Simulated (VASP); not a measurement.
Computed with revTPSS meta-GGA, VASP's PBE PAW potentials (set 64) (plane waves; VASP).

VASP input:

INCAR:
```
SYSTEM=Al3Sc
PREC=Accurate; ENCUT=520; LREAL=F
LASPH=T
EDIFF=1E-7; NELM=100; ALGO=Normal
LMAXMIX=4; LMIXTAU=T
ISMEAR=1; SIGMA=0.1
METAGGA=RTPSS
ISIF=2
LWAVE=F; LCHARG=F
```

### KPOINTS
```
Automatic mesh
0
Gamma
8 8 8
0 0 0
```

### POSCAR
```
Al3Sc
1
    4.0763301707     0.0000000000     0.0000000000
    0.0000000000     4.0763301707     0.0000000000
    0.0000000000     0.0000000000     4.0763301707
Sc Al
1 3
Direct
  0.0000000000   0.0000000000   0.0000000000
  0.0000000000   0.5000000000   0.5000000000
  0.5000000000   0.0000000000   0.5000000000
  0.5000000000   0.5000000000   0.0000000000
```

POTCAR, in this order: Sc_sv Al (PBE.64 set). Program: vasp_std.

The run wrote:

**OUTCAR**
```
 ion  position               nearest neighbor table
   1  0.000  0.000  0.000-   2 2.88   3 2.88   4 2.88   2 2.88   3 2.88   2 2.88   4 2.88   2 2.88
                             3 2.88   4 2.88   3 2.88   4 2.88
   2  0.000  0.500  0.500-   1 2.88   3 2.88   4 2.88   1 2.88   4 2.88   1 2.88   3 2.88   1 2.88
                             3 2.88   4 2.88   4 2.88   3 2.88
   3  0.500  0.000  0.500-   1 2.88   2 2.88   4 2.88   1 2.88   4 2.88   2 2.88   4 2.88   4 2.88
                             1 2.88   2 2.88   1 2.88   2 2.88
   4  0.500  0.500  0.000-   1 2.88   2 2.88   3 2.88   2 2.88   3 2.88   1 2.88   3 2.88   3 2.88
                             1 2.88   2 2.88   2 2.88   1 2.88
  LATTYP: Found a simple cubic cell.
 ALAT       =     4.0763301707
 Subroutine PRICEL returns:
 Original cell was already a primitive cell.
 Subroutine GETGRP returns: Found 48 space group operations
The static configuration has the point symmetry O_h .
The dynamic configuration has the point symmetry O_h .
 Subroutine INISYM returns: Found 48 space group operations
 Subroutine IBZKPT returns following result:
 Found     35 irreducible k-points:

 Following reciprocal coordinates:
            Coordinates               Weight
  0.000000  0.000000  0.000000      1.000000
  0.125000  0.000000  0.000000      6.000000
  0.250000  0.000000  0.000000      6.000000
  0.375000  0.000000  0.000000      6.000000
  0.500000  0.000000  0.000000      3.000000
  0.125000  0.125000  0.000000     12.000000
  0.250000  0.125000  0.000000     24.000000
  0.375000  0.125000  0.000000     24.000000
  0.500000  0.125000  0.000000     12.000000
  0.250000  0.250000  0.000000     12.000000
  0.375000  0.250000  0.000000     24.000000
  0.500000  0.250000  0.000000     12.000000
  0.375000  0.375000  0.000000     12.000000
  0.500000  0.375000  0.000000     12.000000
  0.500000  0.500000  0.000000      3.000000
  0.125000  0.125000  0.125000      8.000000
  0.250000  0.125000  0.125000     24.000000
  0.375000  0.125000  0.125000     24.000000
...
```

### OSZICAR
```
       N       E                     dE             d eps       ncg     rms          rms(c)
DAV:   1     0.260115445232E+03    0.26012E+03   -0.15659E+04  1120   0.324E+03
DAV:   2     0.169405606997E+02   -0.24317E+03   -0.23972E+03  1406   0.772E+02
DAV:   3     0.101692866589E+01   -0.15924E+02   -0.15711E+02  1528   0.240E+02
DAV:   4    -0.361420692702E+00   -0.13783E+01   -0.13685E+01  1794   0.624E+01
DAV:   5    -0.481694683880E+00   -0.12027E+00   -0.11936E+00  1796   0.166E+01    0.832E+00
DAV:   6    -0.283168241024E+02   -0.27835E+02   -0.24385E+02  1632   0.169E+02    0.113E+01
DAV:   7    -0.266652233793E+02    0.16516E+01   -0.74804E+00  1566   0.360E+01    0.938E+00
DAV:   8    -0.264041446531E+02    0.26108E+00   -0.13467E-01  1344   0.343E+00    0.932E+00
DAV:   9    -0.273033449282E+02   -0.89920E+00   -0.10189E+00  1334   0.162E+01    0.142E+01
DAV:  10    -0.240620422044E+02    0.32413E+01   -0.16956E+01  1542   0.549E+01    0.901E+00
DAV:  11    -0.241930610687E+02   -0.13102E+00   -0.77454E-01  1464   0.101E+01    0.645E+00
DAV:  12    -0.242884486858E+02   -0.95388E-01   -0.18513E-01  1608   0.519E+00    0.115E+01
DAV:  13    -0.239839611808E+02    0.30449E+00   -0.17128E+00  1590   0.157E+01    0.376E-01
DAV:  14    -0.240806614553E+02   -0.96700E-01   -0.68449E-02  1508   0.308E+00    0.110E+00
DAV:  15    -0.240732862276E+02    0.73752E-02   -0.47683E-02  1622   0.253E+00    0.312E-01
DAV:  16    -0.240760461785E+02   -0.27600E-02   -0.26975E-03  1588   0.699E-01    0.442E-01
DAV:  17    -0.240755029408E+02    0.54324E-03   -0.46964E-03  1570   0.899E-01    0.654E-02
DAV:  18    -0.240756194193E+02   -0.11648E-03   -0.34824E-04  1590   0.261E-01    0.628E-02
DAV:  19    -0.240755998133E+02    0.19606E-04   -0.54747E-05  1564   0.939E-02    0.217E-02
DAV:  20    -0.240755990591E+02    0.75419E-06   -0.20406E-05  1632   0.550E-02    0.123E-02
DAV:  21    -0.240755990610E+02   -0.18822E-08   -0.84734E-07  1486   0.882E-03
   1 F= -.24075599E+02 E0= -.24075102E+02  d E =-.148976E-02
```

**OUTCAR**
```
------------------------ aborting loop because EDIFF is reached ----------------------------------------
  FORCE on cell =-STRESS in cart. coord.  units (eV):
  Direction    XX          YY          ZZ          XY          YZ          ZX
  --------------------------------------------------------------------------------------
  Total        0.0101418      0.0101418      0.0101418     -0.0000000     -0.0000000      0.0000000
  in kB        0.2398933      0.2398933      0.2398933     -0.0000000     -0.0000000      0.0000000
  external PRESSURE =       0.2398933 kB  Pullay stress =       0.0000000 kB
  volume of cell :       67.73
      direct lattice vectors                 reciprocal lattice vectors
     4.076330171  0.000000000  0.000000000     0.245318696  0.000000000  0.000000000
     0.000000000  4.076330171  0.000000000     0.000000000  0.245318696  0.000000000
     0.000000000  0.000000000  4.076330171     0.000000000  0.000000000  0.245318696
 POSITION                                       TOTAL-FORCE (eV/Angst)
 -----------------------------------------------------------------------------------
      0.00000      0.00000      0.00000         0.000000      0.000000      0.000000
      0.00000      2.03817      2.03817         0.000000      0.000000      0.000000
      2.03817      0.00000      2.03817         0.000000      0.000000      0.000000
      2.03817      2.03817      0.00000         0.000000      0.000000      0.000000
 -----------------------------------------------------------------------------------
    total drift:                               -0.000000     -0.000000     -0.000000
  FREE ENERGIE OF THE ION-ELECTRON SYSTEM (eV)
  ---------------------------------------------------
  free  energy   TOTEN  =       -24.0755990610 eV

  energy  without entropy=      -24.0741092985  energy(sigma->0) =      -24.07510247
```
(Selected blocks of OUTCAR.)

The compound is Al3Sc in the L1_2 structure. It was relaxed first.
